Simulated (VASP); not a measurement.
# A VASP study of VPO5 (PBEsol + D3(BJ) + U): structure first, properties next

How well does PBEsol + D3(BJ) + U reproduce what experiment finds for VPO5? The cell is relaxed first, and properties follow on it. The steps: full relaxation (PBEsol + D3(BJ) + U), second relaxation, density, ELF and potential (PBEsol + D3(BJ) + U), bands along the symmetry lines (PBEsol + D3(BJ) + U), density of states (PBEsol + D3(BJ) + U), independent-particle dielectric function (PBEsol + D3(BJ) + U), electric field gradients (PBEsol + D3(BJ) + U) and self-consistent run (PBEsol + D3(BJ) + U), changed input. The start is a computed cell from the Materials Project.

Program: VASP 6.6.1. Level of theory: PBEsol with D3(BJ), DFT+U (V d 4 eV), spin-polarised from a ferromagnetic start; plane waves and PAW (V_sv, P, O). Results are calculated unless marked as measured.

Experimental background.

“Alkali‐Ion‐Assisted Activation of ε‐VOPO4 as a Cathode Material for Mg‐Ion Batteries” (2024, pmc:11234458) reports for VOPO4, epsilon, monoclinic, by powder XRD, Rietveld refinement (hydrothermally synthesised, about 100 nm particles): lattice constant a (a of monoclinic Cc cell) 7.266 Å; lattice constant b (b of monoclinic Cc cell) 6.891 Å; lattice constant c (c of monoclinic Cc cell) 7.263 Å.

Report form: the programs' logs are mostly left out.

### 1. Set-up

Before any relaxation, the start is as follows. Symmetry: Cc, No. 9, monoclinic system. Conventional cell: a = 7.233 Å, b = 6.939 Å, c = 7.232 Å, α = 90.00°, β = 116.93°, γ = 90.00°. V has 5 O at 1.60 to 1.90 Å nearest. P has 4 O at 1.52 to 1.54 Å nearest. O has 1 P at 1.54 Å and 1 V at 1.86 Å nearest. Nearest to O lie 1 P at 1.53 Å and 1 V at 1.89 Å. Nearest to O lie 1 P at 1.52 Å and 1 V at 1.89 Å. O has 1 P at 1.52 Å and 1 V at 1.90 Å nearest. Farther neighbours and most contacts between anions are not listed.

As a file:

```xyz
14
Lattice="3.6165 -3.4695 0.0000 3.6165 3.4695 0.0000 -3.2755 0.0000 6.4480" Properties=species:S:1:pos:R:3 pbc="T T T"
V     3.6447    1.6138    2.9980
V     2.0069   -1.6138    6.2219
P     1.1774    2.5884    4.8591
P     2.8151   -2.5884    1.6351
O    -1.8278    0.0268    5.9475
O     4.1579   -0.0397    3.7519
O     5.7957    0.0397    0.5279
O    -0.1900   -0.0268    2.7235
O     1.7698   -1.6937    2.2920
O     3.8949   -1.6839    1.0661
O     2.2572    1.6839    4.2901
O     0.1321    1.6937    5.5160
O     2.8547    1.1029    1.7050
O     1.2169   -1.1029    4.9290
```

### 2. Full relaxation (PBEsol + D3(BJ) + U)

The start need not lie at this functional's minimum. ISIF = 3 frees volume, shape and positions, and EDIFFG sets the threshold on forces and stress at which the search stops. PBEsol restores the gradient expansion of exchange and is tuned for the cells of solids. A dispersion term adds the long-range attraction that semilocal functionals lack. D3 with Becke-Johnson damping keeps a finite attraction at short range. A Hubbard U penalises fractional filling of the localised shell, which semilocal functionals favour.

INCAR

```
SYSTEM = VPO5
PREC = Accurate
ENCUT = 520
EDIFF = 1E-06
NELM = 100
ISMEAR = 0
SIGMA = 0.05
LREAL = .FALSE.
ALGO = Normal
GGA = PS
IVDW = 12
NBANDS = 72
ISPIN = 2
MAGMOM = 2 2 0 0 0 0 0 0 0 0 0 0 0 0
LDAU = .TRUE.
LDAUTYPE = 2
LDAUL = 2 -1 -1
LDAUU = 4 0 0
LDAUJ = 0 0 0
LDAUPRINT = 1
LASPH = .TRUE.
LMAXMIX = 4
LORBIT = 11
LWAVE = .FALSE.
LCHARG = .FALSE.
KPAR = 8
IBRION = 2
NSW = 60
ISIF = 3
EDIFFG = -0.01
```

POSCAR

```
VPO5
1.0
    3.6165205100     -3.4694843700      0.0000000000
    3.6165205100      3.4694843700      0.0000000000
   -3.2754863071      0.0000000000      6.4479900762
V P O
2 2 10
Direct
    0.4818779500      0.9470063600      0.4649439400
    0.9470063600      0.4818779500      0.9649439400
    0.1310067100      0.8770667200      0.7535878100
    0.8770667200      0.1310067100      0.2535878100
    0.1611302900      0.1688656400      0.9223756200
    0.8440735300      0.8326304400      0.5818703800
    0.8326304400      0.8440735300      0.0818703800
    0.1688656400      0.1611302900      0.4223756200
    0.6497428300      0.1615674400      0.3554622700
    0.8560449800      0.3706900800      0.1653425400
    0.3706900800      0.8560449800      0.6653425400
    0.1615674400      0.6497428300      0.8554622700
    0.3554728100      0.6733522200      0.2644174400
    0.6733522200      0.3554728100      0.7644174400
```

KPOINTS

```
Automatic mesh
0
Gamma
6 6 4
0 0 0
```

PAW data sets: V_sv, P and O (PBE family, release 64).

Run with:

```bash
> mpirun -np 8 vasp_std
```

It took 56 min on 8 MPI ranks of AMD EPYC 9R14 (Zen 4), shared host; peak memory 7.2 GiB; 7 h of CPU time.

The moments of the start collapse, so the state is non-magnetic; other starts or orders were not tried. The gap is read on the k-mesh alone, so it is an upper bound where the band edges lie off the mesh. The PAW data sets were made with PBE, which is usual practice but a small mismatch for other functionals. The run keeps the 2 symmetry operations of its start, so it cannot find a distortion of lower symmetry.

Relaxation path (22 of 57):

```csv
step,energy less that of the first step (eV),largest force (eV/Å),pressure (GPa),volume (Å³)
1,0.0000,0.4694,1.49,161.81
4,-0.0162,0.2663,-0.30,162.34
6,-0.0196,0.1279,-0.30,162.12
9,-0.0257,0.2377,-0.08,160.92
12,-0.0292,0.2902,0.96,158.28
14,-0.0345,0.1328,0.45,159.11
17,-0.0392,0.1299,-0.13,158.57
20,-0.0417,0.0647,-0.03,158.51
22,-0.0423,0.0418,0.04,158.45
25,-0.0426,0.0493,0.00,158.49
28,-0.0431,0.0274,-0.12,158.53
30,-0.0435,0.0247,-0.01,158.38
33,-0.0436,0.0440,0.00,158.27
36,-0.0438,0.0143,0.01,158.20
38,-0.0439,0.0146,-0.06,158.17
41,-0.0440,0.0222,-0.05,158.14
44,-0.0441,0.0331,0.01,158.01
46,-0.0441,0.0268,0.05,157.97
49,-0.0441,0.0261,0.02,157.97
52,-0.0441,0.0167,-0.06,157.99
54,-0.0441,0.0104,-0.02,157.96
57,-0.0442,0.0097,0.00,157.94
```

```csv
cell as run,before,after,change
a (Å),5.012,5.000,-0.2 %
b (Å),5.012,5.000,-0.2 %
c (Å),7.232,7.182,-0.7 %
α (°),109.08,110.04,+0.9 %
β (°),109.08,110.04,+0.9 %
γ (°),87.62,87.31,-0.4 %
volume (Å³/atom),11.56,11.28,-2.4 %
```

The atoms that moved most (Å, as changes of fractional coordinates times the final cell):

```csv
atom,dx,dy,dz,length
O13,-0.016,0.057,-0.033,0.068
O14,-0.016,-0.057,-0.033,0.068
O5,-0.006,-0.037,0.053,0.065
O8,-0.006,0.037,0.053,0.065
O9,-0.010,0.055,-0.020,0.060
O12,-0.010,-0.055,-0.020,0.060
O10,0.007,0.051,0.015,0.054
O11,0.007,-0.051,0.015,0.054
```

Final coordinates:

```xyz
14
Lattice="3.6171 -3.4514 -0.0354 3.6171 3.4514 -0.0354 -3.3395 0.0000 6.3583" Properties=species:S:1:pos:R:3 pbc="T T T"
V     3.6292    1.6232    2.9294
V     1.9594   -1.6232    6.1085
P     1.1296    2.5367    4.7604
P     2.7994   -2.5367    1.5812
O    -1.8927   -0.0108    5.9061
O     4.1327   -0.0665    3.5965
O     5.8025    0.0665    0.4173
O    -0.2230    0.0108    2.7270
O     1.7378   -1.6296    2.2118
O     3.8921   -1.6238    1.0231
O     2.2224    1.6238    4.2023
O     0.0681    1.6296    5.3909
O     2.8225    1.1545    1.6119
O     1.1528   -1.1545    4.7910
```

Numbers from this step:

```yaml
electrons: 96
bands: 72
irreducible_k_points: 47
symmetry_operations: 2
free_energy_toten: -108.5066 eV
fermi_energy: 2.410 eV
pressure: -8.50e-4 GPa
metallic: no
valence_top_at_k: 0.5, 0, 0.5
conduction_bottom_at_k: 0, 0, 0
least_direct_gap_at_k: 0, 0, 0
scf_cycles_over_all_ionic_steps: 336
gap_on_the_k_mesh: 2.113 eV
least_direct_gap_on_the_k_mesh: 2.209 eV
```

The spin moment in the PAW sphere vanishes on all atoms.

It ends with a largest force of 0.010 eV/Å and a pressure of 0.00 GPa.

### 3. Second relaxation

A relaxation keeps the plane waves of the cell it began with, so it is repeated from the new cell, on a basis made for it.

INCAR is that of step 2.

POSCAR

```
VPO5
1.0
    3.6170787136     -3.4514216147     -0.0354071261
    3.6170787136      3.4514216147     -0.0354071261
   -3.3394706028      0.0000000000      6.3583339124
V P O
2 2 10
Direct
    0.4828922169      0.9531911590      0.4687110892
    0.9531911590      0.4828922169      0.9687110892
    0.1368702453      0.8718410873      0.7543018399
    0.8718410873      0.1368702453      0.2543018399
    0.1695887649      0.1664609187      0.9307509595
    0.8463306640      0.8270600026      0.5749556278
    0.8270600026      0.8463306640      0.0749556278
    0.1664609187      0.1695887649      0.4307509595
    0.6389388383      0.1667990418      0.3523395969
    0.8507019923      0.3802284933      0.1677590230
    0.3802284933      0.8507019923      0.6677590230
    0.1667990418      0.6389388383      0.8523395969
    0.3425669985      0.6770575770      0.2591818636
    0.6770575770      0.3425669985      0.7591818636
```

KPOINTS is that of step 2.

Run with:

```bash
> mpirun -np 8 vasp_std
```

Run time: 2.2 min. Hardware: 8 MPI ranks; peak memory 6.7 GiB.

Little changed from the start: no atom moved by 0.005 Å and no cell edge by 0.1 %.

This step gave:

```
free energy (TOTEN)             : -108.4997 eV
Fermi energy                    : 2.412 eV
pressure                        : -0.007427 GPa
SCF cycles over all ionic steps : 18
gap on the k-mesh               : 2.112 eV
least direct gap on the k-mesh  : 2.208 eV
```

It ends with a largest force of 0.009 eV/Å and a pressure of -0.01 GPa. The volume moved by under 0.01 %: the run met its threshold at the first step.

### 4. Density, ELF and potential (PBEsol + D3(BJ) + U)

A single point on the relaxed cell gives a clean self-consistent state, with density, ELF and potential written out.

INCAR, as its differences from that of step 3:

```diff
@@ -24,7 +24,5 @@
 LWAVE = .FALSE.
-LCHARG = .FALSE.
-KPAR = 8
-IBRION = 2
-NSW = 60
-ISIF = 3
-EDIFFG = -0.01
+LCHARG = .TRUE.
+ISIF = 2
+LELF = .TRUE.
+LVHAR = .TRUE.
```

POSCAR is that of step 3.

KPOINTS is that of step 3.

Run with:

```bash
> mpirun -np 8 vasp_std
```

Run time: 2.7 min. Hardware: 8 MPI ranks; peak memory 2 GiB; 20 min of CPU time.

With spin, VASP writes an ELF for each channel.

This step gave:

- SCF cycles: 18
- pressure: -0.007428 GPa

Valence electrons inside each PAW sphere by angular momentum. Sphere charges, by row:

```csv
atom,s (e),p (e),d (e),tot (e)
V1,2.353,6.425,2.924,11.7
V2,2.353,6.425,2.924,11.7
P3,0.907,1.518,0,2.425
P4,0.907,1.518,0,2.425
O5,1.567,3.579,0,5.146
O6,1.563,3.593,0,5.156
O7,1.563,3.593,0,5.156
O8,1.567,3.579,0,5.146
O9,1.565,3.59,0,5.156
O10,1.564,3.596,0,5.159
O11,1.564,3.596,0,5.159
O12,1.565,3.59,0,5.156
O13,1.602,3.366,0,4.968
O14,1.602,3.366,0,4.968
```

Valence density in the ac plane of the conventional cell at fractional y = 0.236, with atoms of V and O within 0.2 Å of it. It is the smooth field of the valence electrons, not physical close to the nuclei.

Values in e/Å³, 10 rows by 16 columns, each cell a mean:
```
 0  1  5  9  5  1  2  2  1  0  0  0  0  0  0  0
 1  1  1  1  1  3  6  4  1  0  0  0  0  0  0  0
 1  1  0  0  0  1  1  1  1  2  4  2  0  0  0  1
 0  0  0  0  0  0  0  0  2  5  5  1  0  0  0  0
 0  0  0  0  0  0  0  0  1  1  2  5  6  2  0  0
 1  0  0  0  0  0  0  0  0  1  6 11  6  1  2  2
 1  0  0  0  0  0  0  0  1  1  2  1  1  3  5  3
 1  2  3  1  0  0  0  2  2  1  0  0  0  1  1  1
 2  5  4  1  0  0  0  1  0  0  0  0  0  0  0  0
 1  1  1  5  5  1  0  0  0  0  0  0  0  0  0  0
```
Columns run along a (7.2 Å), rows up along c (7.2 Å), edges of the conventional cell, whose origin can differ from the input's. Atoms in or near the plane, at fractional coordinates: V at (0.72, 0.47), V at (0.22, 0.97), O at (0.90, 0.35), O at (0.12, 0.17), O at (0.62, 0.67), O at (0.40, 0.85).

ELF of up spins in the ac plane of the conventional cell at fractional y = 0.236, with atoms of V and O within 0.2 Å of it. It is the smooth field of the valence electrons, not physical close to the nuclei.

Values, 10 rows by 16 columns, each cell a mean:
```
0.15 0.19 0.57 0.65 0.54 0.43 0.68 0.80 0.75 0.36 0.07 0.03 0.02 0.01 0.02 0.09
0.60 0.44 0.30 0.24 0.47 0.76 0.58 0.71 0.57 0.31 0.37 0.44 0.30 0.06 0.11 0.44
0.76 0.59 0.21 0.18 0.62 0.74 0.66 0.47 0.48 0.68 0.74 0.82 0.50 0.10 0.38 0.72
0.31 0.13 0.03 0.05 0.16 0.19 0.21 0.46 0.77 0.65 0.68 0.59 0.22 0.11 0.23 0.38
0.26 0.13 0.03 0.01 0.01 0.03 0.12 0.44 0.65 0.55 0.44 0.54 0.63 0.39 0.13 0.25
0.71 0.33 0.09 0.04 0.02 0.01 0.02 0.10 0.19 0.23 0.59 0.63 0.56 0.43 0.68 0.79
0.61 0.36 0.38 0.40 0.26 0.05 0.17 0.56 0.70 0.55 0.37 0.26 0.45 0.76 0.62 0.73
0.53 0.71 0.75 0.80 0.46 0.11 0.53 0.80 0.79 0.70 0.29 0.15 0.57 0.71 0.68 0.53
0.78 0.68 0.71 0.59 0.21 0.13 0.36 0.54 0.41 0.19 0.03 0.04 0.14 0.20 0.24 0.48
0.62 0.54 0.43 0.53 0.62 0.37 0.13 0.26 0.28 0.15 0.03 0.01 0.03 0.05 0.11 0.38
```
Columns run along a (7.2 Å), rows up along c (7.2 Å), edges of the conventional cell, whose origin can differ from the input's. Atoms in or near the plane, at fractional coordinates: V at (0.72, 0.47), V at (0.22, 0.97), O at (0.90, 0.35), O at (0.12, 0.17), O at (0.62, 0.67), O at (0.40, 0.85).

Electrostatic potential energy in the ac plane of the conventional cell at fractional y = 0.236, with atoms of V and O within 0.2 Å of it. With pseudopotentials it is smooth inside the atoms' cores, unlike the true potential.

Ten even steps from '0' (-55 eV) to '9' (7 eV), each cell a mean:
```
98400037889999999999
97300365228999999999
87534761128889999999
88888851167889999999
78999986777754899998
99999999887301699998
99999999886102888899
99999999997347645789
99999999999874102689
99999999999850002789
89999999999730005756
78899999998731157302
67889999997665786004
45779999963588997345
45227999854899999875
62017999888999999877
72158778899999999988
87764247899999999999
98720026999999999999
```
Columns run along a (7.2 Å; values clipped at the 3rd and 97th percentile), rows up along c (7.2 Å), edges of the conventional cell, whose origin can differ from the input's. Atoms in or near the plane, at fractional coordinates: V at (0.72, 0.47), V at (0.22, 0.97), O at (0.90, 0.35), O at (0.12, 0.17), O at (0.62, 0.67), O at (0.40, 0.85).

In this run the pressure is -0.01 GPa, small enough to go on.

### 5. Bands along the symmetry lines (PBEsol + D3(BJ) + U)

Levels along the symmetry lines show where the bands peak and cross; KPOINTS_OPT computes them in the converged potential.

INCAR, as its differences from that of step 4:

```diff
@@ -11,3 +11,3 @@
 IVDW = 12
-NBANDS = 72
+NBANDS = 90
 ISPIN = 2
@@ -24,5 +24,3 @@
 LWAVE = .FALSE.
-LCHARG = .TRUE.
-ISIF = 2
-LELF = .TRUE.
-LVHAR = .TRUE.
+LCHARG = .FALSE.
+KPAR = 8
```

POSCAR is that of step 4.

KPOINTS is that of step 4.

KPOINTS_OPT

```
Line mode
12
Line-mode
Reciprocal
  0.00000000   0.00000000   0.00000000 GAMMA
  0.46840422   0.46840422  -0.86754788 Y

  0.46840422   0.46840422  -0.86754788 Y
  0.49367498   0.49367498  -0.81838716 F

  0.49367498   0.49367498  -0.81838716 F
  0.50000000   0.50000000  -0.50000000 L

  0.50000000   0.50000000  -0.50000000 L
  0.59656549   0.40343451  -0.50000000 I

  0.40343451  -0.40343451   0.50000000 I1
  0.00000000   0.00000000   0.50000000 Z

  0.00000000   0.00000000   0.50000000 Z
  0.44313347   0.44313347   0.08329140 H

  0.44313347   0.44313347   0.08329140 H
  0.50632502   0.50632502  -0.18161284 F1

  0.55686653  -0.44313347  -0.08329140 H1
  0.53159578  -0.46840422  -0.13245212 Y1

  0.53159578  -0.46840422  -0.13245212 Y1
  0.50000000  -0.50000000   0.00000000 X

  0.50000000  -0.50000000   0.00000000 X
  0.00000000   0.00000000   0.00000000 GAMMA

  0.00000000   0.00000000   0.00000000 GAMMA
  0.50000000   0.00000000  -0.50000000 N

  0.50000000   0.00000000   0.00000000 M
  0.00000000   0.00000000   0.00000000 GAMMA
```

Run with:

```bash
> mpirun -np 8 vasp_std
```

The job ended after 6.9 min (8 MPI ranks; peak memory 12 GiB; 53 min of CPU time).

Numbers from this step:

```
bands                             : 90
Fermi energy                      : 2.293 eV
pressure                          : 0.01743 GPa
least gap on mesh and path        : 2.112 eV
least direct gap on mesh and path : 2.208 eV
```

Both spin channels agree. Electronic bands along the path, in eV, zero at the valence-band top; v1 is the highest filled band, c1 the lowest empty one:

```csv
point,v4,v3,v2,v1,c1,c2,c3,c4
Γ,-0.62,-0.52,-0.41,-0.10,2.11,2.42,2.77,2.94
0.55 of the way,-0.88,-0.55,-0.43,-0.14,2.42,2.53,2.67,2.85
Y,-0.93,-0.73,-0.57,-0.40,2.50,2.76,2.87,2.93
0.55 of the way,-0.95,-0.74,-0.58,-0.41,2.51,2.76,2.88,2.96
F,-0.96,-0.75,-0.59,-0.41,2.52,2.76,2.89,3.00
0.55 of the way,-0.99,-0.83,-0.54,-0.40,2.59,2.71,2.97,3.01
L,-0.92,-0.92,-0.45,-0.45,2.66,2.66,3.02,3.02
0.45 of the way,-0.91,-0.91,-0.45,-0.45,2.65,2.65,3.02,3.02
I,-0.90,-0.90,-0.43,-0.43,2.63,2.63,3.02,3.02
jump to I1,-0.90,-0.90,-0.43,-0.43,2.63,2.63,3.02,3.02
0.45 of the way,-0.74,-0.74,-0.32,-0.32,2.46,2.46,2.97,2.97
Z,-0.44,-0.44,-0.25,-0.25,2.25,2.25,2.95,2.95
0.45 of the way,-0.80,-0.66,-0.31,-0.14,2.40,2.44,2.77,2.91
H,-0.90,-0.71,-0.55,-0.41,2.48,2.76,2.87,2.91
0.45 of the way,-0.92,-0.70,-0.56,-0.46,2.49,2.78,2.87,2.95
F1,-0.96,-0.75,-0.59,-0.41,2.52,2.76,2.89,3.00
jump to H1,-0.90,-0.71,-0.55,-0.41,2.48,2.76,2.87,2.91
0.45 of the way,-0.91,-0.72,-0.56,-0.41,2.49,2.76,2.87,2.91
Y1,-0.93,-0.73,-0.57,-0.40,2.50,2.76,2.87,2.93
0.55 of the way,-0.93,-0.71,-0.57,-0.44,2.49,2.78,2.87,2.92
X,-0.94,-0.70,-0.56,-0.45,2.49,2.78,2.87,2.92
0.45 of the way,-0.85,-0.56,-0.41,-0.24,2.51,2.60,2.81,2.91
Γ,-0.62,-0.52,-0.41,-0.10,2.11,2.42,2.77,2.94
0.45 of the way,-0.62,-0.51,-0.26,-0.17,2.21,2.53,2.78,2.87
N,-0.61,-0.50,-0.42,0.00,2.23,2.61,2.70,2.84
jump to M,-0.68,-0.58,-0.46,-0.18,2.27,2.67,2.97,3.00
```

Of the projections kept (V, P, O), the largest for each band there; the rest of the weight can lie on other orbitals:

```csv
point,v4,v3,v2,v1,c1,c2,c3,c4
Γ,O 0.90,O 0.97,O 0.98,O 0.97,V 0.92,V 0.88,V 0.75,V 0.79
Y,O 0.91,O 0.93,O 0.96,O 0.98,V 0.84,V 0.79,V 0.75,V 0.80
F,O 0.90,O 0.93,O 0.96,O 0.98,V 0.83,V 0.79,V 0.75,V 0.76
L,O 0.93,O 0.93,O 0.97,O 0.97,V 0.81,V 0.81,V 0.76,V 0.76
I,O 0.93,O 0.93,O 0.97,O 0.97,V 0.81,V 0.81,V 0.77,V 0.77
I1,O 0.93,O 0.93,O 0.97,O 0.97,V 0.82,V 0.82,V 0.77,V 0.77
```

The path finds the gap of the mesh within 0.02 eV, so the mesh comes close to both band edges.

### 6. Density of states (PBEsol + D3(BJ) + U)

A density of states needs more k-points than a total energy; ISMEAR = -5 takes tetrahedra, and LORBIT projects the states on the PAW spheres. The mesh is finer than in the run before.

INCAR, as its differences from that of step 5:

```diff
@@ -5,3 +5,3 @@
 NELM = 100
-ISMEAR = 0
+ISMEAR = -5
 SIGMA = 0.05
@@ -26 +26,2 @@
 KPAR = 8
+NEDOS = 2001
```

POSCAR is that of step 5.

KPOINTS

```
Automatic mesh
0
Gamma
9 9 6
0 0 0
```

Run with:

```bash
> mpirun -np 8 vasp_std
```

Run time: 8.1 min. Hardware: 8 MPI ranks; peak memory 17 GiB.

This step gave:

```yaml
irreducible_k_points: 140
fermi_energy: 2.036 eV
pressure: 0.01736 GPa
valence_top_at_k: 0.4444, 0, 0.5
gap_on_the_k_mesh: 2.116 eV
```

The density of states has structure finer than the step of the table below, so its rows give means over 0.5 eV, whole bins alone (the curve runs from -12.0 to 4.20 eV). Peaks (eV: height): total -5.55: 12.4, -1.39: 15.8, -0.44: 13.8, 3.06: 17.1; O p -1.39: 10.5, -1.01: 8.61, -0.44: 10.2, -0.16: 6.54; V d -4.13: 1.78, 2.30: 6.12, 2.68: 7.92, 3.06: 11.5; V p -7.92: 0.214, -5.55: 0.375, -5.08: 0.203, -3.09: 0.259; O s -8.20: 0.940, -7.92: 1.20, -6.12: 0.274, -5.55: 0.475.

States under -12.0 eV and over 4.2 eV are left out; both spin channels agree and are summed. Density of states against energy, zero at the valence-band top; means over each step; 7 of 8 lines; values in states/eV/cell:

```csv
energy (eV),total,O p,V d,V p,O s,P p,V s
-9.5,0,0,0,0,0,0,0
-9.0,0.00334,0.00132,2.2e-4,2.2e-5,4.2e-4,7.2e-6,1.9e-4
-8.5,2.24,0.886,0.172,0.0231,0.310,0.0101,0.0943
-8.0,5.35,2.10,0.397,0.121,0.833,0.0265,0.0849
-7.5,0.395,0.155,0.0179,0.0122,0.0627,0.00282,0.00530
-7.0,0,0,0,0,0,0,0
-6.5,4.23,2.19,0.421,0.0312,0.0833,0.628,0.204
-6.0,6.51,3.32,0.782,0.0903,0.189,0.933,0.0917
-5.5,9.31,4.84,0.614,0.274,0.359,1.35,0.0487
-5.0,4.45,2.32,0.373,0.110,0.178,0.575,0.0318
-4.5,3.70,1.86,0.924,0.0709,0.0357,0.0546,0.0846
-4.0,8.11,4.15,1.25,0.125,0.0637,0.0483,0.0577
-3.5,8.95,4.79,1.15,0.157,0.0972,0.0560,0.0890
-3.0,9.15,5.10,1.04,0.194,0.103,0.0432,0.0977
-2.5,9.27,5.39,1.01,0.144,0.0915,0.0510,0.0685
-2.0,11.9,7.37,1.03,0.102,0.132,0.107,0.0505
-1.5,13.1,8.62,0.911,0.0780,0.0759,0.0607,0.0313
-1.0,9.04,6.30,0.356,0.0629,0.0671,0.0349,0.0204
-0.5,11.2,8.24,0.230,0.0610,0.0671,0.0408,0.0247
0.0,2.78,2.10,0.0461,0.00484,0.0117,0.00887,0.00624
0.5,0,0,0,0,0,0,0
1.0,0,0,0,0,0,0,0
1.5,0,0,0,0,0,0,0
2.0,0.802,0.0663,0.639,1.4e-4,0.00341,0.0102,2.2e-4
2.5,7.71,1.07,5.76,0.00568,0.0365,0.0432,0.00126
3.0,12.2,2.42,8.20,0.0556,0.0885,0.0617,0.00643
3.5,3.33,0.699,2.28,0.00154,0.0181,0.0114,0.00106
```

The gap on this mesh is 2.12 eV. In the top eV of the valence band the largest shares in the PAW spheres are O p 73 %; in the lowest eV of the conduction band, V d 71 % and O p 17 %. The rest lies in smaller channels or between the spheres.

[end of part 1 of 2]

[Lines on the potential files, build, host, timing and source positions are cut from VASP's logs without a mark.]

[Logs are printed without paths, hosts, clocks, repeated set-up lines and the standing remarks that a program may print on its own settings, such as how far it seeks lower states.]

[Hosts, paths, dates, database ids (printed as entryN), source tags and the programs' standing remarks are cut or masked in the printed files.]

[A measured line is paired with the nearest computed mode of its activity, which favours agreement.]
